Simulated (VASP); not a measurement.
Level of theory: RPA correlation on PBE orbitals, VASP's PBE PAW potentials (set 64) (plane waves; VASP 6.6.1).

A VASP calculation is set up with these files.

### INCAR
```
ALGO=ACFDT
ENCUT=500
ENCUTGW=300
GGA=PE
ISMEAR=0
LASPH=T
LCHARG=F
LREAL=F
LWAVE=F
NBANDS=331
NOMEGA=12
PREC=Normal
SIGMA=0.01
SYSTEM=C
```

### KPOINTS
```
Automatic mesh
0
Gamma
6 6 6
0 0 0
```

**POSCAR**
```
C
1
    0.0000000000     1.8298450000     1.8298450000
    1.8298450000     0.0000000000     1.8298450000
    1.8298450000     1.8298450000     0.0000000000
C
2
Direct
  0.0000000000   0.0000000000   0.0000000000
  0.2500000000   0.2500000000   0.2500000000
```

POTCAR, in this order: C_GW_new (PBE.64 set). Program: vasp_std. Read from the step before: WAVECAR, WAVEDER.

The resulting files:

**OUTCAR**
```
 ion  position               nearest neighbor table
   1  0.000  0.000  0.000-   2 1.58   2 1.58   2 1.58   2 1.58
   2  0.250  0.250  0.250-   1 1.58   1 1.58   1 1.58   1 1.58
  LATTYP: Found a face centered cubic cell.
 ALAT       =     3.6596900000
 Subroutine PRICEL returns:
 Original cell was already a primitive cell.
 Subroutine GETGRP returns: Found 48 space group operations
The static configuration has the point symmetry T_d .
 The point group associated with its full space group is O_h .
The dynamic configuration has the point symmetry T_d .
 Subroutine INISYM returns: Found 48 space group operations
 Subroutine IBZKPT returns following result:
 Found     16 irreducible k-points:

 Following reciprocal coordinates:
            Coordinates               Weight
  0.000000  0.000000  0.000000      1.000000
  0.166667  0.000000  0.000000      8.000000
  0.333333  0.000000  0.000000      8.000000
  0.500000  0.000000  0.000000      4.000000
  0.166667  0.166667  0.000000      6.000000
  0.333333  0.166667  0.000000     24.000000
  0.500000  0.166667  0.000000     24.000000
 -0.333333  0.166667  0.000000     24.000000
 -0.166667  0.166667  0.000000     12.000000
  0.333333  0.333333  0.000000      6.000000
  0.500000  0.333333  0.000000     24.000000
 -0.333333  0.333333  0.000000     12.000000
  0.500000  0.500000  0.000000      3.000000
  0.500000  0.333333  0.166667     24.000000
 -0.333333  0.333333  0.166667     24.000000
 -0.333333  0.500000  0.166667     12.000000
 Subroutine IBZKPT_HF returns following result:
   k-points           NKPTS =     16   k-points in BZ     NKDIM =    216   number of bands    NBANDS=    331
   number of dos      NEDOS =    301   number of ions     NIONS =      2
   total plane-waves  NPLWV =   2744
   dimension x,y,z NGX =    14 NGY =   14 NGZ =   14
   dimension x,y,z NGXF=    28 NGYF=   28 NGZF=   28
   ions per type =               2
...
```

OSZICAR:
```
energies w=
    0.000    0.878    0.000    2.825    0.000    5.397    0.000    9.209
    0.000   15.240    0.000   25.135    0.000   41.770    0.000   70.331
    0.000  120.608    0.000  212.892    0.000  400.256    0.000  928.584
NQ=   1    0.0000    0.0000    0.0000,
 performed       3255000 updates of chi_q(r,r)
NQ=   2    0.1667    0.0000    0.0000,
 performed       6510000 updates of chi_q(r,r)
NQ=   3    0.3333    0.0000    0.0000,
 performed       9765000 updates of chi_q(r,r)
NQ=   4    0.5000    0.0000    0.0000,
 performed      13020000 updates of chi_q(r,r)
NQ=   5    0.1667    0.1667    0.0000,
 performed      16275000 updates of chi_q(r,r)
NQ=   6    0.3333    0.1667    0.0000,
 performed      19530000 updates of chi_q(r,r)
NQ=   7    0.5000    0.1667    0.0000,
 performed      22785000 updates of chi_q(r,r)
NQ=   8   -0.3333    0.1667    0.0000,
 performed      26040000 updates of chi_q(r,r)
NQ=   9   -0.1667    0.1667    0.0000,
 performed      29295000 updates of chi_q(r,r)
NQ=  10    0.3333    0.3333    0.0000,
 performed      32550000 updates of chi_q(r,r)
NQ=  11    0.5000    0.3333    0.0000,
 performed      35805000 updates of chi_q(r,r)
NQ=  12   -0.3333    0.3333    0.0000,
 performed      39060000 updates of chi_q(r,r)
NQ=  13    0.5000    0.5000    0.0000,
 performed      42315000 updates of chi_q(r,r)
NQ=  14    0.5000    0.3333    0.1667,
 performed      45570000 updates of chi_q(r,r)
NQ=  15   -0.3333    0.3333    0.1667,
 performed      48825000 updates of chi_q(r,r)
NQ=  16   -0.3333    0.5000    0.1667,
 performed      52080000 updates of chi_q(r,r)
```

File OUTCAR:
```


      cutoff energy     smooth cutoff   RPA   correlation   Hartree contr. to MP2
---------------------------------------------------------------------------------
            300.000           240.000      -13.5972951130      -21.1585713550
            285.714           228.571      -13.5497388510      -21.1076521503
            272.109           217.687      -13.4976860556      -21.0513964544
            259.151           207.321      -13.4412272113      -20.9897270587
            246.811           197.449      -13.3799118188      -20.9221427124
            235.058           188.046      -13.3133139255      -20.8481743726
            223.865           179.092      -13.2417626805      -20.7683237807
            213.204           170.564      -13.1638482826      -20.6809909086
  linear regression
  converged value                          -14.2474475406      -21.8772536499
```
(Selected blocks of OUTCAR.)

The mesh is coarse, so the correlation energy is not converged in k-points.

The compound is C in the diamond structure. This cell is one point of a volume scan, at 1.08 of the reference volume. The k-mesh is coarse (spacing up to 0.50 per Å, 2π included), so the numbers may not be converged in it.
